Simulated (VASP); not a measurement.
Method: PBE GGA, VASP's PBE PAW potentials (set 64) (plane waves; VASP).

VASP ran on this input.

**INCAR**
```
EDIFF  =  1E-6   # SCF stop (eV)
GGA  =  PE   # PBE
LREAL  =  .False.   # projection in real space or not
SIGMA  =  0.3   # width (eV)
ISMEAR  =  -1   # Fermi-Dirac
LWAVE  =  .False.
ALGO  =  Normal   # blocked Davidson
ENCUT  =  300   # plane-wave cut-off (eV)
NELM  =  100   # most electronic steps
LCHARG  =  .False.
LASPH  =  .True.
SYSTEM  =  La
ISIF  =  2
LMAXMIX  =  6   # l cut-off of mixed one-centre charges
PREC  =  Accurate
```

**KPOINTS**
```
Automatic mesh
0
Gamma
7 7 4
0 0 0
```

### POSCAR
```
La
1
    3.7609530000     0.0000000000     0.0000000000
   -1.8804760000     3.2570800000     0.0000000000
    0.0000000000     0.0000000000     6.1062600000
La
2
Direct
  0.3274470000   0.6671800000   0.2497200000
  0.6725530000   0.3328200000   0.7502800000
```

POTCAR, in this order: La (PBE.64 set). Program: vasp_std.

Problem. What will the output report for the number of irreducible k-points (NKPTS), largest plane-wave count, number of space-group operations, FFT grid (NGX, NGY, NGZ)?

Solution. 
* **number of irreducible k-points (NKPTS)**: 99
* **largest plane-wave count**: 896
* **number of space-group operations**: 2
* **FFT grid (NGX, NGY, NGZ)**: 24 × 24 × 36

The structure was generated: La was put into an ordered model structure, which need not be its known phase. The cell was not relaxed at this level, atoms are displaced from their ideal sites. The run is one of a series of settings (SIGMA = 0.3 against the base run), some of them coarse on purpose.
